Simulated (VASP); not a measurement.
An input for Ansatz (written as the equivalent of a VASP run, and not itself run):

Ansatz 0.2 input:
```yaml
crystal:
  lattice:
    - [1.9431000, -3.3655480, 0.0000000]
    - [1.9431000, 3.3655480, 0.0000000]
    - [0.0000000, 0.0000000, 6.2628000]
  atoms:
    - { symbol: Sn, position: [0.0000000, 0.0000000, 0.0000000] }
    - { symbol: Se, position: [0.3333330, 0.6666670, 0.2500000] }
    - { symbol: Se, position: [0.6666670, 0.3333330, 0.7500000] }
kpoints:
  mp_grid: { grid: [5, 5, 3] }
hamiltonian:
  xc: pbe
  pseudopotentials: { kind: paw }
scf:
  occupations: { method: gaussian, width: 0.05 }
  max_iter: 100
output: { forces: true, stress: true, eigenvalues: true }
```

Task: Write the VASP files for the same calculation (PBE).

Result: Several could match; the one computed here: 
INCAR:
```
GGA  =  PE   ! PBE
LCHARG  =  .FALSE.
LASPH  =  .TRUE.
SYSTEM  =  SnSe2
ENCUT  =  400
PREC  =  Accurate
ALGO  =  Normal
LMAXMIX  =  4   ! l cut-off of mixed one-centre charges
ISMEAR  =  0   ! Gaussian
LREAL  =  .FALSE.   ! projection in real space or not
SIGMA  =  0.05
EDIFF  =  1E-6   ! SCF stop (eV)
NELM  =  100   ! most electronic steps
ISIF  =  2   ! forces and stress, cell fixed
LWAVE  =  .FALSE.
```

POSCAR:
```
SnSe2
1
    1.9431000000    -3.3655480000     0.0000000000
    1.9431000000     3.3655480000     0.0000000000
    0.0000000000     0.0000000000     6.2628000000
Sn Se
1 2
Direct
  0.0000000000   0.0000000000   0.0000000000
  0.3333330000   0.6666670000   0.2500000000
  0.6666670000   0.3333330000   0.7500000000
```

KPOINTS:
```
Automatic mesh
0
Gamma
5 5 3
0 0 0
```

POTCAR, in this order: Sn_d Se (PBE.64 set). Program: vasp_std.

What does not carry over: each code has its own PAW files, so the cut-off isn't converted (ENCUT is set for VASP's; basis.ecutwfc is left out, and Ansatz then takes the one that its files recommend); Ansatz stops its SCF on the density residual and VASP on the energy change (EDIFF).

The compound is SnSe2 in the 1T layered structure. The cell was not relaxed at this level.
